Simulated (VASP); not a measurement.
A convergence study with VASP on Ir (fcc): one setting is varied, all else stays as given below, so the limit is that of these other settings.

```xyz
1
Lattice="0.0000 1.9200 1.9200 1.9200 0.0000 1.9200 1.9200 1.9200 0.0000" Properties=species:S:1:pos:R:3 pbc="T T T"
Ir     0.0000     0.0000     0.0000
```

All values below come from LDA (Ceperley-Alder, Perdew-Zunger), VASP's LDA PAW potentials (set 64) (plane waves; VASP). The tightest run used: 550 eV cut-off, 26×26×26 Γ-centred mesh, tetrahedra with Blöchl corrections, potentials Ir.

Q: The settings run are 3×3×3 mesh; 4×4×4 mesh; 5×5×5 mesh; 6×6×6 mesh; 7×7×7 mesh; 8×8×8 mesh; 9×9×9 mesh; 10×10×10 mesh; 11×11×11 mesh; 13×13×13 mesh; 14×14×14 mesh; 15×15×15 mesh; 16×16×16 mesh; 17×17×17 mesh; 18×18×18 mesh; 19×19×19 mesh; 20×20×20 mesh; 21×21×21 mesh; 22×22×22 mesh; 23×23×23 mesh; 24×24×24 mesh; 25×25×25 mesh; 26×26×26 mesh. From which on does the energy per atom stay within 0.01 eV/atom of the tightest run?

A: From 13×13×13 mesh on: it is off by 0.0015 there and by no more than 0.01 in any finer run, while 11×11×11 mesh is off by 0.0215.
```json
[
 {"setting": "3×3×3 mesh", "E (eV/atom)": "-9.0514", "pressure (GPa)": "18.43", "irreducible k-points": "4", "difference judged (eV/atom)": "1.2698"},
 {"setting": "4×4×4 mesh", "E (eV/atom)": "-10.5529", "pressure (GPa)": "-10.27", "irreducible k-points": "8", "difference judged (eV/atom)": "0.2317"},
 {"setting": "5×5×5 mesh", "E (eV/atom)": "-10.2047", "pressure (GPa)": "-4.47", "irreducible k-points": "10", "difference judged (eV/atom)": "0.1165"},
 {"setting": "6×6×6 mesh", "E (eV/atom)": "-10.2567", "pressure (GPa)": "-5.47", "irreducible k-points": "16", "difference judged (eV/atom)": "0.0645"},
 {"setting": "7×7×7 mesh", "E (eV/atom)": "-10.3535", "pressure (GPa)": "-7.18", "irreducible k-points": "20", "difference judged (eV/atom)": "0.0323"},
 {"setting": "8×8×8 mesh", "E (eV/atom)": "-10.2761", "pressure (GPa)": "-5.77", "irreducible k-points": "29", "difference judged (eV/atom)": "0.0451"},
 {"setting": "9×9×9 mesh", "E (eV/atom)": "-10.3166", "pressure (GPa)": "-6.25", "irreducible k-points": "35", "difference judged (eV/atom)": "0.0045"},
 {"setting": "10×10×10 mesh", "E (eV/atom)": "-10.3275", "pressure (GPa)": "-6.49", "irreducible k-points": "47", "difference judged (eV/atom)": "0.0063"},
 {"setting": "11×11×11 mesh", "E (eV/atom)": "-10.2997", "pressure (GPa)": "-6.13", "irreducible k-points": "56", "difference judged (eV/atom)": "0.0215"},
 {"setting": "13×13×13 mesh", "E (eV/atom)": "-10.3197", "pressure (GPa)": "-6.38", "irreducible k-points": "84", "difference judged (eV/atom)": "0.0015"},
 {"setting": "14×14×14 mesh", "E (eV/atom)": "-10.3174", "pressure (GPa)": "-6.44", "irreducible k-points": "104", "difference judged (eV/atom)": "0.0038"},
 {"setting": "15×15×15 mesh", "E (eV/atom)": "-10.3226", "pressure (GPa)": "-6.43", "irreducible k-points": "120", "difference judged (eV/atom)": "0.0014"},
 {"setting": "16×16×16 mesh", "E (eV/atom)": "-10.3175", "pressure (GPa)": "-6.33", "irreducible k-points": "145", "difference judged (eV/atom)": "0.0037"},
 {"setting": "17×17×17 mesh", "E (eV/atom)": "-10.3213", "pressure (GPa)": "-6.44", "irreducible k-points": "165", "difference judged (eV/atom)": "0.0001"},
 {"setting": "18×18×18 mesh", "E (eV/atom)": "-10.3207", "pressure (GPa)": "-6.37", "irreducible k-points": "195", "difference judged (eV/atom)": "0.0005"},
 {"setting": "19×19×19 mesh", "E (eV/atom)": "-10.3185", "pressure (GPa)": "-6.35", "irreducible k-points": "220", "difference judged (eV/atom)": "0.0027"},
 {"setting": "20×20×20 mesh", "E (eV/atom)": "-10.3224", "pressure (GPa)": "-6.42", "irreducible k-points": "256", "difference judged (eV/atom)": "0.0013"},
 {"setting": "21×21×21 mesh", "E (eV/atom)": "-10.3204", "pressure (GPa)": "-6.36", "irreducible k-points": "286", "difference judged (eV/atom)": "0.0008"},
 {"setting": "22×22×22 mesh", "E (eV/atom)": "-10.3198", "pressure (GPa)": "-6.37", "irreducible k-points": "328", "difference judged (eV/atom)": "0.0014"},
 {"setting": "23×23×23 mesh", "E (eV/atom)": "-10.3218", "pressure (GPa)": "-6.38", "irreducible k-points": "364", "difference judged (eV/atom)": "0.0006"},
 {"setting": "24×24×24 mesh", "E (eV/atom)": "-10.3204", "pressure (GPa)": "-6.36", "irreducible k-points": "413", "difference judged (eV/atom)": "0.0007"},
 {"setting": "25×25×25 mesh", "E (eV/atom)": "-10.3210", "pressure (GPa)": "-6.38", "irreducible k-points": "455", "difference judged (eV/atom)": "0.0002"},
 {"setting": "26×26×26 mesh", "E (eV/atom)": "-10.3212", "pressure (GPa)": "-6.37", "irreducible k-points": "511", "difference judged (eV/atom)": "0.0000"}
]
```

Left out are rungs that failed or repeat a setting and relaxations that didn't move; long series are thinned to 24 rows.

The compound is Ir in the fcc structure. The cell was not relaxed at this level.
